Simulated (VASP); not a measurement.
```
Eu
1.0
    3.84271     0.00000     0.00000
   -1.92136     3.32789     0.00000
    0.00000     0.00000     6.31213
Eu
2
Direct
  0.33333   0.66667   0.25000
  0.66667   0.33333   0.75000
```

These are PBEsol GGA, VASP's PBE PAW potentials (set 64) (plane waves; VASP) values and carry that method's errors. Numerical set-up: 400 eV cut-off, Gaussian smearing of 0.050 eV, potentials Eu_2.

The 4f electrons are frozen in the core of the lanthanide potential, so 4f levels, which can set the real gap, and their magnetism are missing.

Estimate the band gap (along the path) with the smallest direct gap where there is one.

```yaml
band gap (along the path): none (metal, semimetal or under 0.01 eV)
```

The absolute energy has meaning only against runs of the same code, potentials and settings.

The structure was generated: Eu was put into the hcp type (P6_3/mmc), which need not be its known phase. It was relaxed first, which changed the volume by -18 %.
